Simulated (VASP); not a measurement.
Level of theory: LDA (Ceperley-Alder, Perdew-Zunger), VASP's LDA PAW potentials (set 64) (plane waves; VASP 6.6.1).

A VASP calculation is set up with these files.

File KPOINTS:
```
Automatic mesh
0
Gamma
6 6 3
```

### INCAR
```
LMAXMIX = 4   # l cut-off of mixed one-centre charges
LASPH = T   # aspherical one-centre terms
PREC = Accurate
ENCUT = 400   # plane-wave cut-off (eV)
SIGMA = 0.05
LCHARG = F
LREAL = F   # projection in real space or not
ISIF = 2   # forces and stress, cell fixed
LWAVE = F
ALGO = Normal
EDIFF = 1E-6   # SCF stop (eV)
SYSTEM = GaN
ISMEAR = -1
NELM = 100
```

File POSCAR:
```
GaN
1
    1.5950000000    -2.7626210000     0.0000000000
    1.5950000000     2.7626210000     0.0000000000
    0.0000000000     0.0000000000     5.1900000000
Ga N
2 2
Direct
  0.6666670000   0.3333330000   0.5000000000
  0.3333330000   0.6666670000   0.0000000000
  0.6666670000   0.3333330000   0.8770000000
  0.3333330000   0.6666670000   0.3770000000
```

POTCAR, in this order: Ga_d N (LDA.64 set). Program: vasp_std.

At this cut-off the stress carries a Pulay error, which pulls relaxed volumes low. Gaps are read on the run's mesh, which can miss a band edge.

**Question.** What does the run give for the energy per atom (σ→0), pressure, band gap (on the k-mesh)?

**Answer.** 
| Property | Result |
|---|---|
| energy per atom (σ→0) | -6.970 eV/atom |
| band gap (on the k-mesh) | 1.91 eV |
| pressure | -8.98 GPa |

OSZICAR:
```
...
DAV:  12    -0.278798561670E+02   -0.35619E-04   -0.36303E-04   688   0.133E-01    0.382E-02
DAV:  13    -0.278798726391E+02   -0.16472E-04   -0.24851E-05   908   0.578E-02    0.602E-02
DAV:  14    -0.278798513970E+02    0.21242E-04   -0.17917E-04   980   0.168E-01    0.207E-02
DAV:  15    -0.278798528369E+02   -0.14399E-05   -0.11790E-05   690   0.239E-02    0.234E-02
DAV:  16    -0.278798506512E+02    0.21857E-05   -0.17688E-06   436   0.187E-02    0.151E-02
DAV:  17    -0.278798493546E+02    0.12965E-05   -0.51671E-06   668   0.201E-02    0.464E-03
DAV:  18    -0.278798493524E+02    0.22064E-08   -0.12412E-06   432   0.769E-03
   1 F= -.27879849E+02 E0= -.27879849E+02  d E =-.311597E-09
```

The structure is a typed GaN crystal (P6_3mc). The cell was not relaxed at this level. The run is one of a series of settings (KPOINTS 6×6×3 Γ-centred mesh against the base run), some of them coarse on purpose.
